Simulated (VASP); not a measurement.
# CuSn3 (P6_3/mmc) in VASP: reference runs

How does CuSn3 come out in PBE? The cell is run as given and disturbed.

All numbers are computed with VASP 6.6.1; they aren't measurements. Logs are shortened: lines on timing, memory, paths and dates and some standing lists are left out, and cuts for length are marked.

## (1) The crystal as given

The structure is hexagonal, space group P6_3/mmc (No. 194). Conventional cell: a = 6.623 Å, b = 6.623 Å, c = 5.005 Å, α = 90.00°, β = 90.00°, γ = 120.00°. Sn (site symmetry mm2) is surrounded by 4 Cu at 3.11 to 3.31 Å and 8 Sn at 3.19 to 3.42 Å. Around Cu (site symmetry -6m2) lie 12 Sn at 3.11 to 3.31 Å.

The cell comes from a database or a generator and needn't be the stable form of this composition.

## (2) Single point, PBE

INCAR reads:

```
SYSTEM = CuSn3
PREC = Accurate
ENCUT = 520
EDIFF = 1E-7
ISMEAR = -1
SIGMA = 0.05
LREAL = .False.
LASPH = .True.
NELM = 80
ALGO = Normal
ISIF = 2
LWAVE = .False.
LCHARG = .False.
GGA = PE
NBANDS = 63
```

KPOINTS reads:

```
regular mesh
0
Gamma
  5 5 6
  0 0 0
```

POSCAR reads:

```
CuSn3
1.0
    6.6228840908      0.0000000000      0.0000000000
   -3.3114420454      5.7355858689      0.0000000000
    0.0000000000      0.0000000000      5.0048080000
Sn Cu
6 2
Direct
    0.1723395050      0.3446790100      0.2500000000
    0.1723395050      0.8276604950      0.2500000000
    0.6553209900      0.8276604950      0.2500000000
    0.8276604950      0.6553209900      0.7500000000
    0.8276604950      0.1723395050      0.7500000000
    0.3446790100      0.1723395050      0.7500000000
    0.3333333333      0.6666666667      0.7500000000
    0.6666666667      0.3333333333      0.2500000000
```

Potentials or basis: VASP PAW PBE potentials, release 64 (Sn_d, Cu).

The run is started by

```
> cat potpaw_PBE.64/Sn_d/POTCAR potpaw_PBE.64/Cu/POTCAR > POTCAR
> mpirun -np 1 vasp_std > vasp.out
```

OUTCAR:

```text
SYSTEM = CuSn3
   PREC = Accurate
   ENCUT = 520
   EDIFF = 1E-7
   ISMEAR = -1
   LREAL = .False.
   LASPH = .True.
   NELM = 80
   ISIF = 2
   GGA = PE

 ion  position               nearest neighbor table
   1  0.172  0.345  0.250-   7 3.11   7 3.11   5 3.19   5 3.19   6 3.19   6 3.19   2 3.20   3 3.20
                             2 3.42   3 3.42
   2  0.172  0.828  0.250-   7 3.11   7 3.11   6 3.19   6 3.19   4 3.19   4 3.19   1 3.20   3 3.20
                             1 3.42   3 3.42
   3  0.655  0.828  0.250-   7 3.11   7 3.11   5 3.19   5 3.19   4 3.19   4 3.19   1 3.20   2 3.20
                             1 3.42   2 3.42
   4  0.828  0.655  0.750-   8 3.11   8 3.11   2 3.19   2 3.19   3 3.19   3 3.19   5 3.20   6 3.20
                             6 3.42   5 3.42
   5  0.828  0.172  0.750-   8 3.11   8 3.11   3 3.19   3 3.19   1 3.19   1 3.19   4 3.20   6 3.20
                             4 3.42   6 3.42
   6  0.345  0.172  0.750-   8 3.11   8 3.11   2 3.19   2 3.19   1 3.19   1 3.19   4 3.20   5 3.20
                             4 3.42   5 3.42
   7  0.333  0.667  0.750-   2 3.11   2 3.11   1 3.11   1 3.11   3 3.11   3 3.11
   8  0.667  0.333  0.250-   5 3.11   5 3.11   4 3.11   4 3.11   6 3.11   6 3.11

  LATTYP: Found a hexagonal cell.
 ALAT       =     6.6228840908
 C/A-ratio  =     0.7556840693

  Lattice vectors:

 A1 = (   6.6228840908,   0.0000000000,   0.0000000000)
 A2 = (  -3.3114420454,   5.7355858689,   0.0000000000)
 A3 = (   0.0000000000,   0.0000000000,   5.0048080000)

Analysis of symmetry for initial positions (statically):
=====================================================================
 Subroutine PRICEL returns:
 Original cell was already a primitive cell.

 Routine SETGRP: Setting up the symmetry group for a
 hexagonal supercell.

 Subroutine GETGRP returns: Found 24 space group operations
 (whereof 12 operations were pure point group operations)
 out of a pool of 24 trial point group operations.

The static configuration has the point symmetry D_3d.
 The point group associated with its full space group is D_6h.

Analysis of symmetry for dynamics (positions and initial velocities):
=====================================================================
 Subroutine PRICEL returns:
 Original cell was already a primitive cell.

 Routine SETGRP: Setting up the symmetry group for a
 hexagonal supercell.

 Subroutine GETGRP returns: Found 24 space group operations
 (whereof 12 operations were pure point group operations)
 out of a pool of 24 trial point group operations.

The dynamic configuration has the point symmetry D_3d.
 The point group associated with its full space group is D_6h.

 Subroutine INISYM returns: Found 24 space group operations
 (whereof 12 operations are pure point group operations),
 and found     1 'primitive' translations

----------------------------------------------------------------------------------------

                                     Primitive cell

  volume of cell :     190.1132

  direct lattice vectors                    reciprocal lattice vectors
     6.622884091  0.000000000  0.000000000     0.150991620  0.087175053  0.000000000
    -3.311442045  5.735585869  0.000000000     0.000000000  0.174350105  0.000000000
     0.000000000  0.000000000  5.004808000     0.000000000  0.000000000  0.199807865

  length of vectors
     6.622884091  6.622884091  5.004808000     0.174350105  0.174350105  0.199807865

  position of ions in fractional coordinates (direct lattice)
     0.172339505  0.344679010  0.250000000
     0.172339505  0.827660495  0.250000000
     0.655320990  0.827660495  0.250000000
     0.827660495  0.655320990  0.750000000
     0.827660495  0.172339505  0.750000000
     0.344679010  0.172339505  0.750000000
     0.333333333  0.666666667  0.750000000
     0.666666667  0.333333333  0.250000000

  ion indices of the primitive-cell ions
   primitive index   ion index
                 1           1
                 2           2
                 3           3
                 4           4
                 5           5
                 6           6
                 7           7
                 8           8

----------------------------------------------------------------------------------------

 KPOINTS: regular mesh

Automatic generation of k-mesh.
 Grid dimensions read from file:
 generate k-points for:    5    5    6

 Generating k-lattice:

  Cartesian coordinates                     Fractional coordinates (reciprocal lattice)
     0.030198324  0.017435011  0.000000000     0.200000000  0.000000000  0.000000000
     0.000000000  0.034870021  0.000000000     0.000000000  0.200000000  0.000000000
     0.000000000  0.000000000  0.033301311     0.000000000  0.000000000  0.166666667

  Length of vectors
     0.034870021  0.034870021  0.033301311

  Shift w.r.t. Gamma in fractional coordinates (k-lattice)
     0.000000000  0.000000000  0.000000000

 Subroutine IBZKPT returns following result:
 ===========================================

 Found     20 irreducible k-points:

 Following reciprocal coordinates:
            Coordinates               Weight
  0.000000  0.000000  0.000000      1.000000
  0.200000  0.000000  0.000000      6.000000
  0.400000 -0.000000  0.000000      6.000000
  0.200000  0.200000  0.000000      6.000000
  0.400000  0.200000  0.000000      6.000000
  0.000000  0.000000  0.166667      2.000000
[... 12 lines left out ...]
  0.200000  0.200000  0.500000      6.000000
  0.400000  0.200000  0.500000      6.000000
   k-points           NKPTS =     20   k-points in BZ     NKDIM =     20   number of bands    NBANDS=     63
   number of dos      NEDOS =    301   number of ions     NIONS =      8
   total plane-waves  NPLWV = 100000
   dimension x,y,z NGX =    50 NGY =   50 NGZ =   40
   dimension x,y,z NGXF=   100 NGYF=  100 NGZF=   80
   ions per type =               6   2
   NGX,Y,Z   is equivalent  to a cutoff of  12.55, 12.55, 13.29 a.u.
   NGXF,Y,Z  is equivalent  to a cutoff of  25.10, 25.10, 26.57 a.u.
 SYSTEM =  CuSn3
   PREC   = accura    normal or accurate (medium, high low for compatibility)
   ISTART =      0    job   : 0-new  1-cont  2-samecut
   ICHARG =      2    charge: 1-file 2-atom 10-const
   ISPIN  =      1    spin polarized calculation?
   LNONCOLLINEAR =      F non collinear calculations
   LSORBIT =      F    spin-orbit coupling
   LASPH  =      T    aspherical Exc in radial PAW
   ENCUT  =  520.0 eV  38.22 Ry    6.18 a.u.  12.31 12.31  9.31*2*pi/ulx,y,z
   NELM   =     80;   NELMIN=  2; NELMDL= -5     # of ELM steps
   EDIFF  = 0.1E-06   stopping-criterion for ELM
   LREAL  =      F    real-space projection
   EDIFFG = 0.1E-05   stopping-criterion for IOM
   NSW    =      0    number of steps for IOM
   IBRION =     -1    ionic relax: 0-MD 1-quasi-New 2-CG
   NFREE  =      0    steps in history (QN), initial steepest desc. (CG)
   ISIF   =      2    stress and relaxation
   ISYM   =      2    0-nonsym 1-usesym 2-fastsym
   POTIM  = 0.5000    time-step for ionic-motion
   TEBEG  =    0.0;   TEEND  =   0.0 temperature during run
   PSTRESS=    0.0 pullay stress
   NELECT =     106.0000    total number of electrons
   NUPDOWN=      -1.0000    fix difference up-down
   EMIN   =  10.00;   EMAX   =-10.00  energy-range for DOS
   EFERMI =   0.00;   METHOD = LEGACY
   ISMEAR =    -1;   SIGMA  =   0.05  broadening in eV -4-tet -1-fermi 0-gaus
   EFERMI_NEDOS =   21; number of points for ismear=-14 and -15
   IALGO  =     38    algorithm
   IMIX   =      4    mixing-type and parameters
     AMIX     =   0.40;   BMIX     =  1.00
     AMIX_MAG =   1.60;   BMIX_MAG =  1.00
  volume/ion in A,a.u.               =      23.76       160.37
  Fermi-wavevector in a.u.,A,eV,Ry     =   1.347429  2.546272 24.702273  1.815566
  Thomas-Fermi vector in A             =   2.475181
   LORBIT       =      0    0 simple, 1 ext, 2 COOP (PROOUT), +10 PAW based schemes
   GGA     = PE    functional components
   LHFCALC =     F    Hartree Fock is set to
   AEXX    =    0.0000 exact exchange contribution
   IVDW    =     0    specifies the selected vdW correction
   LEPSILON=     F    determine dielectric tensor
   LRPA    =     F    only Hartree local field effects (RPA)
 non-spin polarized calculation
  energy-cutoff  :      520.00
  volume of cell :      190.11
 maximum number of plane-waves:      5167
 NGX is ok and might be reduce to    50
   NGX = 25   NGY = 25   NGZ = 19

 number of electron     106.0000019 magnetization

 Free energy of the ion-electron system (eV)
  ---------------------------------------------------
  ext. energy  EPLUGINS =         0.00000000
  ---------------------------------------------------
  free energy    TOTEN  =       -28.76097015 eV

  energy without entropy =      -28.73191158  energy(sigma->0) =      -28.74644086

 E-fermi :   7.8759     XC(G=0): -10.5942

 val. band max:        7.8095902830   @ k =   0.0000   0.0000   0.0000
 cond. band min:       7.9022179495   @ k =   0.4000  -0.0000   0.0000
 fundamental gap:      0.0926276665
 Fermi energy:         7.8759042087

 k-point     1 :       0.0000    0.0000    0.0000
  band No.  band energies     occupation
      1     -13.7811      2.00000
      2     -13.7716      2.00000
      3     -13.7716      2.00000
      4     -13.7462      2.00000
      5     -13.7314      2.00000
      6     -13.7071      2.00000
[... 55 lines left out ...]
     62      11.1084      0.00000
     63      11.3720      0.00000

 k-point     2 :       0.2000    0.0000    0.0000
  band No.  band energies     occupation
      1     -13.7712      2.00000
      2     -13.7630      2.00000
      3     -13.7536      2.00000
      4     -13.7421      2.00000
      5     -13.7373      2.00000
      6     -13.7104      2.00000
[... 55 lines left out ...]
     62      11.2684      0.00000
     63      11.3442      0.00000

 k-point     3 :       0.4000   -0.0000    0.0000
  band No.  band energies     occupation
      1     -13.7630      2.00000
      2     -13.7534      2.00000
      3     -13.7283      2.00000
      4     -13.7200      2.00000
      5     -13.7125      2.00000
      6     -13.7091      2.00000
[... 1111 lines left out ...]
     62      11.9636      0.00000
     63      13.0663      0.00000

 k-point    20 :       0.4000    0.2000    0.5000
  band No.  band energies     occupation
      1     -13.7453      2.00000
      2     -13.7453      2.00000
      3     -13.7223      2.00000
      4     -13.7223      2.00000
      5     -13.6927      2.00000
      6     -13.6927      2.00000
[... 55 lines left out ...]
     62      11.4811      0.00000
     63      12.6653      0.00000

------------------------ aborting loop because EDIFF is reached ----------------------------------------

  FORCE on cell =-STRESS in cart. coord.  units (eV):
  Direction    XX          YY          ZZ          XY          YZ          ZX
  --------------------------------------------------------------------------------------
  -------------------------------------------------------------------------------------
  Total        0.3439071      0.3439071      0.0668346      0.0000000      0.0000000      0.0000000
  in kB        2.8982738      2.8982738      0.5632475      0.0000000      0.0000000      0.0000000
  external PRESSURE =       2.1199317 kB  Pullay stress =       0.0000000 kB

 VOLUME and BASIS-vectors are now :
 -----------------------------------------------------------------------------
  energy-cutoff  :      520.00
  volume of cell :      190.11
      direct lattice vectors                 reciprocal lattice vectors
     6.622884091  0.000000000  0.000000000     0.150991620  0.087175053  0.000000000
    -3.311442045  5.735585869  0.000000000     0.000000000  0.174350105  0.000000000
     0.000000000  0.000000000  5.004808000     0.000000000  0.000000000  0.199807865

 POSITION                                       TOTAL-FORCE (eV/Angst)
 -----------------------------------------------------------------------------------
     -0.00000      1.97694      1.25120         0.000000      0.238568     -0.000000
     -1.59937      4.74712      1.25120         0.206606     -0.119284     -0.000000
      1.59937      4.74712      1.25120        -0.206606     -0.119284      0.000000
      3.31144      3.75865      3.75361         0.000000     -0.238568      0.000000
      4.91081      0.98847      3.75361        -0.206606      0.119284      0.000000
      1.71208      0.98847      3.75361         0.206606      0.119284      0.000000
     -0.00000      3.82372      3.75361         0.000000      0.000000      0.000000
      3.31144      1.91186      1.25120        -0.000000      0.000000      0.000000
 -----------------------------------------------------------------------------------
    total drift:                               -0.000000      0.000000     -0.000000

  FREE ENERGIE OF THE ION-ELECTRON SYSTEM (eV)
  ---------------------------------------------------
  free  energy   TOTEN  =       -28.7609701493 eV

  energy  without entropy=      -28.7319115802  energy(sigma->0) =      -28.74644086
```

Wall time 3.5 min (1 thread of Intel Xeon 6975P-C (Granite Rapids), shared host); peak memory 0.41 GiB.

Results:

* Free energy: -28.7610 eV
* Pressure: 0.2 GPa
* Largest force: 0.239 eV/Å
* Band gap on the k mesh: none (metal or under the smearing width)

Forces on the atoms (eV/Å):
```
Sn   0.000  0.239  0.000
Sn   0.207 -0.119  0.000
Sn  -0.207 -0.119  0.000
Sn   0.000 -0.239  0.000
Sn  -0.207  0.119  0.000
Sn   0.207  0.119  0.000
Cu   0.000  0.000  0.000
Cu   0.000  0.000  0.000
```

## (3) Single point, PBE (atoms moved at random, drawn with an rms of 0.05 Å)

INCAR reads:

```
SYSTEM = CuSn3
PREC = Accurate ; ENCUT = 520
EDIFF = 1E-7 ; ISMEAR = -1
SIGMA = 0.05 ; LREAL = .FALSE.
LASPH = .TRUE. ; NELM = 80
ALGO = Normal ; ISIF = 2
LWAVE = .FALSE. ; LCHARG = .TRUE.
GGA = PE ; LELF = .TRUE.
LVHAR = .TRUE. ; NBANDS = 63
```

KPOINTS reads:

```
regular mesh
0
G
  5 5 6
  0 0 0
```

POSCAR reads:

```
CuSn3
1.0
    6.6228840908      0.0000000000      0.0000000000
   -3.3114420454      5.7355858689      0.0000000000
    0.0000000000      0.0000000000      5.0048080000
Sn Cu
6 2
Direct
    0.1785250000      0.3515340000      0.2419750000
    0.1790080000      0.8247420000      0.2498150000
    0.6492570000      0.8243720000      0.2576180000
    0.8263000000      0.6579450000      0.7524930000
    0.8345880000      0.1805290000      0.7433320000
    0.3413430000      0.1760530000      0.7526520000
    0.3369540000      0.6714250000      0.7536380000
    0.6669540000      0.3287000000      0.2438680000
```

Potentials or basis: VASP PAW PBE potentials, release 64 (Sn_d, Cu).

The run is started by

```
> cat potpaw_PBE.64/Sn_d/POTCAR potpaw_PBE.64/Cu/POTCAR > POTCAR
> mpirun -np 1 vasp_std > vasp.out
```

OUTCAR:

```text
SYSTEM = CuSn3
   PREC = Accurate
   ENCUT = 520
   EDIFF = 1E-7
   ISMEAR = -1
   LREAL = .FALSE.
   LASPH = .TRUE.
   NELM = 80
   ISIF = 2
   GGA = PE

 ion  position               nearest neighbor table
   1  0.179  0.352  0.242-   7 3.06   6 3.12   3 3.13   2 3.13   7 3.15   5 3.18   5 3.19   6 3.21
                             2 3.49   3 3.50
   2  0.179  0.825  0.250-   7 3.06   7 3.09   3 3.12   1 3.13   6 3.20   4 3.21   6 3.23   4 3.23
                             1 3.49   3 3.51
   3  0.649  0.824  0.258-   7 3.06   7 3.09   2 3.12   1 3.13   4 3.16   5 3.18   4 3.21   5 3.29
                             1 3.50   2 3.51
   4  0.826  0.658  0.752-   8 3.10   3 3.16   8 3.17   5 3.19   6 3.20   3 3.21   2 3.21   2 3.23
                             6 3.42   5 3.43
   5  0.835  0.181  0.743-   8 3.09   8 3.09   3 3.18   1 3.18   4 3.19   1 3.19   6 3.25   3 3.29
                             6 3.37   4 3.43
   6  0.341  0.176  0.753-   8 3.09   1 3.12   8 3.16   4 3.20   2 3.20   1 3.21   2 3.23   5 3.25
                             5 3.37   4 3.42
   7  0.337  0.671  0.754-   1 3.06   2 3.06   3 3.06   2 3.09   3 3.09   1 3.15
   8  0.667  0.329  0.244-   5 3.09   6 3.09   5 3.09   4 3.10   6 3.16   4 3.17

  LATTYP: Found a hexagonal cell.
[... 207 lines left out ...]
      3     -13.7740      2.00000
      4     -13.7467      2.00000
      5     -13.7312      2.00000
      6     -13.7101      2.00000
[... 1573 lines left out ...]
     62      11.5099      0.00000
     63      11.8044      0.00000

 [... further k-points ...]

------------------------ aborting loop because EDIFF is reached ----------------------------------------

  FORCE on cell =-STRESS in cart. coord.  units (eV):
  Direction    XX          YY          ZZ          XY          YZ          ZX
  --------------------------------------------------------------------------------------
  -------------------------------------------------------------------------------------
  Total        0.5640859      0.4679285      0.0858683     -0.0667969      0.3375224     -0.0091633
  in kB        4.7538280      3.9434625      0.7236540     -0.5629301      2.8444664     -0.0772238
  external PRESSURE =       3.1403148 kB  Pullay stress =       0.0000000 kB

 VOLUME and BASIS-vectors are now :
 -----------------------------------------------------------------------------
  energy-cutoff  :      520.00
  volume of cell :      190.11
      direct lattice vectors                 reciprocal lattice vectors
     6.622884091  0.000000000  0.000000000     0.150991620  0.087175053  0.000000000
    -3.311442045  5.735585869  0.000000000     0.000000000  0.174350105  0.000000000
     0.000000000  0.000000000  5.004808000     0.000000000  0.000000000  0.199807865

 POSITION                                       TOTAL-FORCE (eV/Angst)
 -----------------------------------------------------------------------------------
      0.01827      2.01625      1.21104        -0.028773      0.020201      0.065604
     -1.54554      4.73038      1.25028        -0.017313      0.000731      0.021164
      1.57009      4.72826      1.28933         0.006893      0.039419     -0.077823
      3.29374      3.77370      3.76608         0.004482     -0.178425      0.016712
      4.92957      1.03544      3.72023        -0.257351      0.083125      0.045168
      1.67769      1.00977      3.76688         0.277767      0.055244     -0.064857
      0.00822      3.85102      3.77181         0.004649      0.000554     -0.010804
      3.32869      1.88529      1.22051         0.009647     -0.020849      0.004836
 -----------------------------------------------------------------------------------
    total drift:                                0.000166     -0.000263     -0.000728

  FREE ENERGIE OF THE ION-ELECTRON SYSTEM (eV)
  ---------------------------------------------------
  free  energy   TOTEN  =       -28.7627859994 eV

  energy  without entropy=      -28.7339719312  energy(sigma->0) =      -28.74837897
```

stdout:

```text
POSCAR found type information on POSCAR SnCu
 POSCAR found :  2 types and       8 ions
 scaLAPACK will be used
 LDA part: xc-table for (Slater+PW92), standard interpolation
 POSCAR, INCAR and KPOINTS ok, starting setup
 FFT: planning ... GRIDC
 FFT: planning ... GRID_SOFT
 FFT: planning ... GRID
 WAVECAR not read
 entering main loop
```

It took 11 min on 1 thread of Intel Xeon 6975P-C (Granite Rapids), shared host; peak memory 0.76 GiB.

What came out:

* Free energy: -28.7628 eV
* Pressure: 0.3 GPa
* Largest force: 0.291 eV/Å
* Band gap on the k mesh: none (metal or under the smearing width)

Forces in eV/Å, atoms in the order of the input:
```
Sn  -0.029  0.020  0.066
Sn  -0.017  0.001  0.021
Sn   0.007  0.039 -0.078
Sn   0.004 -0.178  0.017
Sn  -0.257  0.083  0.045
Sn   0.278  0.055 -0.065
Cu   0.005  0.001 -0.011
Cu   0.010 -0.021  0.005
```
